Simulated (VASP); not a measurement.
Input:

```
WSi2
1.0
   -1.60176     1.60176     3.91188
    1.60176    -1.60176     3.91188
    1.60176     1.60176    -3.91188
Si W
2 1
Direct
  0.66555   0.66555   0.00000
  0.33445   0.33445   0.00000
  0.00000   0.00000   0.00000
```

Level of theory: PBEsol GGA, VASP's PBE PAW potentials (set 64) (plane waves; VASP). Settings: 400 eV cut-off, Gaussian smearing of 0.050 eV, potentials Si W_sv.

Q: Give the energies of bands 6 to 14 at the high-symmetry points, in eV from the Fermi level.

A: 
```tsv
band	Γ	X	P	N	M	S	R
6	-6.91	-7.06	-6.67	-9.87	-11.06	-9.36	-8.16
7	-3.74	-6.03	-6.63	-5.78	-3.91	-7.80	-5.93
8	-3.38	-5.47	-6.63	-4.87	-2.61	-3.08	-5.16
9	-2.85	-5.04	-3.03	-2.81	-0.81	-2.69	-4.08
10	-2.85	-3.30	-2.44	-2.79	-0.81	-2.50	-3.16
11	0.64	-1.74	-2.44	-0.44	-0.51	-0.33	-2.31
12	2.82	2.82	0.09	2.73	-0.51	1.77	1.98
13	2.88	3.00	3.00	2.82	0.82	2.54	2.14
14	3.14	3.16	3.67	3.96	4.51	3.56	3.06
```

It has no gap at this level: it comes out as a metal or semimetal.

The compound is WSi2 in the MoSi2 type structure. It was relaxed first.
